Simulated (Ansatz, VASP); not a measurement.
# SiO2: VASP beside Ansatz

One calculation is typed for both programs; each brings its own data sets. How far apart do they land? The cell is taken from a series of runs on this material, whose earlier steps may have relaxed, scaled, displaced or heated it; both programs get it as it stands.

Method: plane waves, with VASP 6.6.1 beside it; zone-centre phonons at PBE, in Ansatz 0.2.0.

### Step 1. Set-up

It takes space group P4_2/mnm (No. 136, tetragonal). The conventional cell has a = 4.064 Å, b = 4.064 Å, c = 2.629 Å, α = 90.00°, β = 90.00°, γ = 90.00°. O has 3 Si at 1.73 to 1.74 Å nearest. Nearest to Si lie 6 O at 1.73 to 1.74 Å. Farther neighbours and most contacts between anions are not listed.

Structure file:

```cif
data_structure
_symmetry_space_group_name_H-M 'P 1'
_symmetry_Int_Tables_number 1
_cell_length_a 4.0644
_cell_length_b 4.0644
_cell_length_c 2.6294
_cell_angle_alpha 90.000
_cell_angle_beta 90.000
_cell_angle_gamma 90.000
_cell_volume 43.44
loop_
_atom_site_label
_atom_site_type_symbol
_atom_site_fract_x
_atom_site_fract_y
_atom_site_fract_z
_atom_site_occupancy
O1 O 0.69672 0.69672 0.00000 1
O2 O 0.19672 0.80328 0.50000 1
O3 O 0.30328 0.30328 0.00000 1
O4 O 0.80328 0.19672 0.50000 1
Si5 Si 0.50000 0.50000 0.50000 1
Si6 Si 0.00000 0.00000 0.00000 1
```

### Step 2. VASP: zone-centre phonons, PBE

Second derivatives magnify differences that forces hide, and they need a tight electronic threshold.

Lines of VASP's logs that name or quote its potential files are left out, and so is its time.

Contents of INCAR:

```
SYSTEM = SiO2
PREC = Accurate
ENCUT = 600
EDIFF = 1E-08
NELM = 120
ISMEAR = 0
SIGMA = 0.01
LREAL = .FALSE.
ALGO = Normal
GGA = PE
NBANDS = 22
LORBIT = 11
LWAVE = .FALSE.
LCHARG = .FALSE.
ISIF = 2
IBRION = 8
LEPSILON = .TRUE.
LASPH = .TRUE.
GGA_COMPAT = .FALSE.
EFERMI = MIDGAP
KPAR = 2
```

Contents of POSCAR:

```
SiO2
1.0
    4.0644336362      0.0000000000      0.0000000000
    0.0000000000      4.0644336362      0.0000000000
    0.0000000000      0.0000000000      2.6293971360
O Si
4 2
Direct
    0.6967233828      0.6967233828      0.0000000000
    0.1967233828      0.8032766172      0.5000000000
    0.3032766172      0.3032766172      0.0000000000
    0.8032766172      0.1967233828      0.5000000000
    0.5000000000      0.5000000000      0.5000000000
    0.0000000000      0.0000000000      0.0000000000
```

Contents of KPOINTS:

```
Automatic mesh
0
Gamma
8 8 8
0 0 0
```

The projector-augmented-wave data sets are O and Si (PBE family, release 64).

Started as:

```console
$ mpirun -np 2 vasp_std
```

Numbers of over 12 decimals in the logs are rounded to 6 here.

What it wrote:

```text
[banner, memory and clock lines left out]
running    2 mpi-ranks, on    1 nodes
 distrk:  each k-point on    1 cores,    2 groups
 distr:  one band on    1 cores,    1 groups

 POSCAR found type information on POSCAR O Si
 POSCAR found :  2 types and       6 ions
 LDA part: xc-table for (Slater+PW92), standard interpolation
 POSCAR, INCAR and KPOINTS ok, starting setup
 FFT: planning ... GRIDC
 FFT: planning ... GRID_SOFT
 FFT: planning ... GRID
 WAVECAR not read
 entering main loop
       N       E                     dE             d eps       ncg     rms          rms(c)
DAV:   1     0.168275143517E+03    0.16828E+03   -0.19781E+04  3308   0.159E+03
DAV:   2    -0.433287963422E+02   -0.21160E+03   -0.20362E+03  4308   0.329E+02
DAV:   3    -0.506024903942E+02   -0.72737E+01   -0.72491E+01  4194   0.605E+01
DAV:   4    -0.506516816241E+02   -0.49191E-01   -0.49166E-01  4122   0.574E+00
DAV:   5    -0.506520983587E+02   -0.41673E-03   -0.41670E-03  4080   0.509E-01    0.190E+01
DAV:   6    -0.458045662503E+02    0.48475E+01   -0.16383E+01  3924   0.282E+01    0.887E+00
DAV:   7    -0.458087285055E+02   -0.41623E-02   -0.73042E-01  3960   0.564E+00    0.316E+00
DAV:   8    -0.458226591955E+02   -0.13931E-01   -0.24624E-02  3912   0.146E+00    0.110E+00
DAV:   9    -0.458284486308E+02   -0.57894E-02   -0.86092E-03  3966   0.885E-01    0.276E-01
DAV:  10    -0.458286382203E+02   -0.18959E-03   -0.26451E-04  4026   0.134E-01    0.307E-02
DAV:  11    -0.458286307497E+02    0.74706E-05   -0.56433E-05  4056   0.552E-02    0.524E-03
DAV:  12    -0.458286313005E+02   -0.55079E-06   -0.25562E-06  3948   0.132E-02    0.362E-03
DAV:  13    -0.458286313374E+02   -0.36861E-07   -0.29718E-07  4092   0.431E-03    0.303E-03
DAV:  14    -0.458286313457E+02   -0.82782E-08   -0.27158E-08  3560   0.127E-03
   1 F= -.45828631E+02 E0= -.45828631E+02  d E =0.000000E+00
 Linear response reoptimize wavefunctions to high precision
DAV:   1    -0.458286313500E+02   -0.43137E-08   -0.39444E-09  3058   0.485E-04
DAV:   2    -0.458286313500E+02   -0.10004E-10   -0.32397E-10  2514   0.138E-04
 Linear response G [H, r] |phi>, progress :
  Direction:   1
       N       E                     dE             d eps       ncg     rms
RMM:   1    -0.139573672741E+03   -0.13957E+03    0.13243E+01  7422   0.995E+01
RMM:   2    -0.116977262370E+03    0.22596E+02   -0.89415E+00  5536   0.214E+01
RMM:   3    -0.117014386393E+03   -0.37124E-01   -0.96858E-02  5732   0.199E+00
RMM:   4    -0.117015343537E+03   -0.95714E-03   -0.14087E-03  6055   0.236E-01
RMM:   5    -0.117015366800E+03   -0.23263E-04   -0.20160E-05  6109   0.328E-02
RMM:   6    -0.117015369075E+03   -0.22753E-05   -0.13544E-06  6207   0.655E-03
RMM:   7    -0.117015368866E+03    0.20931E-06   -0.53070E-05  6099   0.337E-03
RMM:   8    -0.117015368818E+03    0.47947E-07    0.35161E-05  4790   0.295E-03
RMM:   9    -0.117015369054E+03   -0.23592E-06    0.14285E-05  4185   0.291E-03
RMM:  10    -0.117015369753E+03   -0.69934E-06    0.68657E-05  4031   0.292E-03
RMM:  11    -0.117015369789E+03   -0.36231E-07    0.69371E-06  4058   0.293E-03
 Linear response G [H, r] |phi>, progress :
  Direction:   2
       N       E                     dE             d eps       ncg     rms
RMM:   1    -0.139738041995E+03   -0.13974E+03    0.55482E+01  7406   0.101E+02
RMM:   2    -0.113372380931E+03    0.26366E+02   -0.10109E+01  5534   0.230E+01
RMM:   3    -0.113424883053E+03   -0.52502E-01   -0.10122E-01  5750   0.209E+00
RMM:   4    -0.113426042417E+03   -0.11594E-02   -0.14951E-03  6056   0.254E-01
RMM:   5    -0.113426069634E+03   -0.27217E-04    0.95875E-06  6142   0.340E-02
RMM:   6    -0.113426070873E+03   -0.12392E-05    0.38228E-05  6224   0.654E-03
RMM:   7    -0.113426070923E+03   -0.49045E-07    0.74919E-05  6097   0.316E-03
RMM:   8    -0.113426070803E+03    0.11994E-06    0.38896E-05  4877   0.272E-03
RMM:   9    -0.113426070342E+03    0.46050E-06    0.62322E-05  4135   0.268E-03
RMM:  10    -0.113426069714E+03    0.62760E-06    0.70044E-05  4041   0.269E-03
RMM:  11    -0.113426070252E+03   -0.53794E-06    0.37611E-05  4023   0.271E-03
 Linear response G [H, r] |phi>, progress :
  Direction:   3
       N       E                     dE             d eps       ncg     rms
 LRF_COMMUTATOR internal error: the vector H(1)-e(1) S(1) |phi(0)> is not orthog
 onal to |phi(0)> (1.001571138967150E-004,-3.200217868482014E-014)
 LRF_COMMUTATOR internal error: the vector H(1)-e(1) S(1) |phi(0)> is not orthog
 onal to |phi(0)> (-1.001571137872470E-004,-1.249694792093692E-014)
 LRF_COMMUTATOR internal error: the vector H(1)-e(1) S(1) |phi(0)> is not orthog
 onal to |phi(0)> (-1.069924962110447E-004,5.412337245047638E-014)
 LRF_COMMUTATOR internal error: the vector H(1)-e(1) S(1) |phi(0)> is not orthog
 onal to |phi(0)> (1.069924962409097E-004,-2.103872631664672E-014)
RMM:   1    -0.135251181171E+03   -0.13525E+03    0.44572E+01  7129   0.966E+01
[...]
RMM:   6    -0.306400644209E+00   -0.38637E-09   -0.14246E-08  3847   0.172E-04
 change of polarisation eV/A/(eV/A) component  3 :    -0.054    -0.045     0.613
 dielectric tensor                  component  3 :    -0.223    -0.187     3.553
 Linear response to external field, progress :
  Direction:   1
       N       E                     dE             d eps       ncg     rms          rms(c)
[...]
RMM:   5    -0.319362227678E+00   -0.19824E-02   -0.11278E-04  5744   0.827E-02    0.120E-02
RMM:   6    -0.319663638919E+00   -0.30141E-03   -0.27117E-06  5992   0.126E-02    0.425E-03
RMM:   7    -0.319732163653E+00   -0.68525E-04   -0.36420E-07  5889   0.431E-03    0.348E-04
RMM:   8    -0.319743367609E+00   -0.11204E-04    0.95179E-08  6047   0.587E-04    0.169E-04
RMM:   9    -0.319743323925E+00    0.43683E-07   -0.11904E-08  5019   0.258E-04    0.206E-05
RMM:  10    -0.319743130165E+00    0.19376E-06   -0.12995E-08  3095   0.117E-04    0.115E-05
RMM:  11    -0.319743203625E+00   -0.73460E-07   -0.21113E-08  3129   0.119E-04    0.997E-07
 change of polarisation eV/A/(eV/A) component  3 :    -0.053    -0.045     0.590
 dielectric tensor                  component  3 :    -0.222    -0.186     3.458
 Linear response DOF=           4
 Linear response progress:
  Degree of freedom:   1/  4
       N       E                     dE             d eps       ncg     rms          rms(c)
RMM:   1    -0.384635043375E+00   -0.38464E+00    0.34567E-01 14003   0.388E+00
RMM:   2    -0.376583848537E+00    0.80512E-02   -0.88974E-03 13001   0.607E-01    0.256E-01
RMM:   3    -0.377918946275E+00   -0.13351E-02   -0.15523E-03 11803   0.236E-01    0.140E-01
RMM:   4    -0.380263975213E+00   -0.23450E-02   -0.12692E-03 12436   0.198E-01    0.385E-02
RMM:   5    -0.380422957976E+00   -0.15898E-03   -0.56474E-05 13360   0.470E-02    0.799E-03
RMM:   6    -0.380524922230E+00   -0.10196E-03   -0.53804E-06 13755   0.116E-02    0.384E-03
RMM:   7    -0.380504459584E+00    0.20463E-04   -0.63145E-07 13544   0.523E-03    0.125E-03
RMM:   8    -0.380515377512E+00   -0.10918E-04   -0.25100E-07 13837   0.170E-03    0.248E-04
RMM:   9    -0.380516098819E+00   -0.72131E-06   -0.53224E-08 13816   0.409E-04    0.740E-05
RMM:  10    -0.380516153973E+00   -0.55154E-07   -0.68353E-08 13975   0.150E-04    0.162E-05
RMM:  11    -0.380516163222E+00   -0.92485E-08   -0.71018E-08 13887   0.113E-04    0.417E-06
 first order change of Fermi-energy  -0.19556E+00
 force on displaced ion       1 direction 1 : -27.459 -14.672   0.000
 Born effective charge ion    1 direction 1 :  -1.881  -0.533   0.000
 Linear response progress:
  Degree of freedom:   2/  4
       N       E                     dE             d eps       ncg     rms          rms(c)
RMM:   1    -0.360860123440E+00   -0.36086E+00    0.37918E-01 12066   0.389E+00
RMM:   2    -0.354185888029E+00    0.66742E-02   -0.74635E-03 11073   0.564E-01    0.249E-01
RMM:   3    -0.355816564353E+00   -0.16307E-02   -0.10082E-03  9890   0.206E-01    0.133E-01
RMM:   4    -0.358597800275E+00   -0.27812E-02   -0.10234E-03 10101   0.204E-01    0.262E-02
RMM:   5    -0.358549092660E+00    0.48708E-04   -0.41863E-05 11646   0.413E-02    0.266E-03
RMM:   6    -0.358615200837E+00   -0.66108E-04   -0.11922E-06 11914   0.645E-03    0.104E-03
RMM:   7    -0.358605992706E+00    0.92081E-05    0.13806E-07 11909   0.154E-03    0.210E-04
RMM:   8    -0.358608320444E+00   -0.23277E-05   -0.11526E-07 11703   0.296E-04    0.885E-05
RMM:   9    -0.358608930517E+00   -0.61007E-06   -0.13820E-07 12148   0.146E-04    0.956E-06
RMM:  10    -0.358608979870E+00   -0.49353E-07   -0.12594E-07 12129   0.897E-05    0.356E-06
RMM:  11    -0.358608987963E+00   -0.80926E-08   -0.12497E-07 11264   0.831E-05    0.977E-07
RMM:  12    -0.358608992879E+00   -0.49163E-08   -0.12545E-07  9655   0.815E-05    0.127E-07
RMM:  13    -0.358608993449E+00   -0.56976E-09   -0.13593E-07  8989   0.815E-05    0.632E-08
 first order change of Fermi-energy   0.38658E-03
 force on displaced ion       1 direction 3 :  -0.003  -0.003 -23.909
 Born effective charge ion    1 direction 3 :  -0.000  -0.000  -2.001
 Linear response progress:
  Degree of freedom:   3/  4
       N       E                     dE             d eps       ncg     rms          rms(c)
RMM:   1    -0.329743023906E-01   -0.32974E-01    0.14906E-01 21885   0.202E+00
RMM:   2    -0.241883266425E-01    0.87860E-02   -0.40215E-03 12960   0.521E-01    0.178E-01
RMM:   3    -0.235527277899E-01    0.63560E-03   -0.37416E-04 13188   0.116E-01    0.110E-01
RMM:   4    -0.231381348154E-01    0.41459E-03   -0.46288E-04 13022   0.137E-01    0.188E-02
RMM:   5    -0.231182984454E-01    0.19836E-04   -0.43250E-05 13379   0.250E-02    0.793E-03
RMM:   6    -0.231091248166E-01    0.91736E-05   -0.41041E-06 13000   0.115E-02    0.152E-03
RMM:   7    -0.231114417507E-01   -0.23169E-05   -0.18071E-06 13528   0.220E-03    0.620E-04
RMM:   8    -0.231127193389E-01   -0.12776E-05   -0.31480E-07 13261   0.862E-04    0.108E-04
RMM:   9    -0.231129267657E-01   -0.20743E-06    0.99456E-08 13601   0.201E-04    0.513E-05
RMM:  10    -0.231129502493E-01   -0.23484E-07    0.89059E-08 13525   0.107E-04    0.944E-06
RMM:  11    -0.231129488530E-01    0.13962E-08    0.10119E-07 13785   0.416E-05    0.492E-06
RMM:  12    -0.231129298745E-01    0.18978E-07    0.31000E-08 13875   0.399E-05    0.297E-06
RMM:  13    -0.231129326192E-01   -0.27447E-08   -0.26699E-10 13457   0.339E-05    0.427E-07
 first order change of Fermi-energy  -0.64955E-05
 force on displaced ion       5 direction 1 : -38.969  -5.105   0.000
 Born effective charge ion    5 direction 1 :   3.762  -0.312   0.000
 Linear response progress:
  Degree of freedom:   4/  4
       N       E                     dE             d eps       ncg     rms          rms(c)
RMM:   1    -0.191943178806E-01   -0.19194E-01    0.38090E-02 10357   0.128E+00
RMM:   2    -0.165101830352E-01    0.26841E-02   -0.12369E-03  7755   0.234E-01    0.200E-01
RMM:   3    -0.164347237539E-01    0.75459E-04   -0.16288E-04  7895   0.737E-02    0.118E-01
RMM:   4    -0.165598296806E-01   -0.12511E-03   -0.21277E-04  7784   0.848E-02    0.102E-02
RMM:   5    -0.165233776610E-01    0.36452E-04   -0.64470E-06  7933   0.141E-02    0.213E-03
RMM:   6    -0.165214028472E-01    0.19748E-05   -0.47722E-07  8116   0.223E-03    0.861E-04
RMM:   7    -0.165182464800E-01    0.31564E-05   -0.14233E-07  8163   0.873E-04    0.170E-04
RMM:   8    -0.165179817307E-01    0.26475E-06   -0.69824E-09  8016   0.158E-04    0.469E-05
RMM:   9    -0.165181460909E-01   -0.16436E-06    0.57882E-09  8334   0.644E-05    0.549E-06
RMM:  10    -0.165181424277E-01    0.36633E-08    0.29404E-09  8147   0.282E-05    0.212E-06
 first order change of Fermi-energy   0.10085E-05
 force on displaced ion       5 direction 3 :   0.000   0.000 -28.240
 Born effective charge ion    5 direction 3 :   0.000   0.000   4.002
 Born effective charges drift removed
 Linear response finished
```

[end of part 1 of 3]

[Lines on the potential files, build, host, timing and source positions are cut from VASP's logs without a mark.]

[Logs are printed without paths, hosts, clocks, repeated set-up lines and the standing remarks that a program may print on its own settings, such as how far it seeks lower states.]

[Hosts, paths, dates, database ids (printed as entryN), source tags and the programs' standing remarks are cut or masked in the printed files.]
